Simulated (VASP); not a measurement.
ZrC:

```
Zr C
1.0
     0.00000    2.35021    2.35021
     2.35021    0.00000    2.35021
     2.35021    2.35021    0.00000
Zr C
1 1
Direct
  0.50000 0.50000 0.50000
  0.00000 0.00000 0.00000
```

* Program: VASP 6.6.1
* Task: relaxation of cell and atoms
* Functional: PBE
* Dispersion: D3(BJ)
* Potentials or basis: VASP PAW PBE potentials, release 64 (Zr_sv, C)
* Cutoff: 600 eV
* k mesh: 16 × 16 × 16
* Occupations: gaussian, width 0.1 eV
* Spin: no spin polarisation

At the start: pressure -3.8 GPa; volume 12.98 Å³/atom.

Question: How do energy, volume and symmetry change on relaxing?

Answer: Over 3 steps the energy falls by 2.6 meV/atom and the volume is 12.76 Å³/atom (-1.7 %); space group Fm-3m (No. 225, to 0.05 Å).

Step by step:
| step | energy change (eV) | largest force (eV/Å) | pressure (GPa) | volume (Å³) |
| --- | --- | --- | --- | --- |
| 1 | 0.0000 | 0.0000 | -3.80 | 25.96 |
| 2 | 0.0094 | 0.0000 | 6.85 | 24.82 |
| 3 | -0.0053 | 0.0000 | -0.02 | 25.53 |

Final structure:
```cif
data_structure
_symmetry_space_group_name_H-M 'P 1'
_symmetry_Int_Tables_number 1
_cell_length_a 3.3051
_cell_length_b 3.3051
_cell_length_c 3.3051
_cell_angle_alpha 60.000
_cell_angle_beta 60.000
_cell_angle_gamma 60.000
_cell_volume 25.53
loop_
_atom_site_label
_atom_site_type_symbol
_atom_site_fract_x
_atom_site_fract_y
_atom_site_fract_z
_atom_site_occupancy
Zr1 Zr 0.50000 0.50000 0.50000 1
C1 C 0.00000 0.00000 0.00000 1
```

Caveat: pairwise dispersion overbinds metals, which lowers pressure and volume.
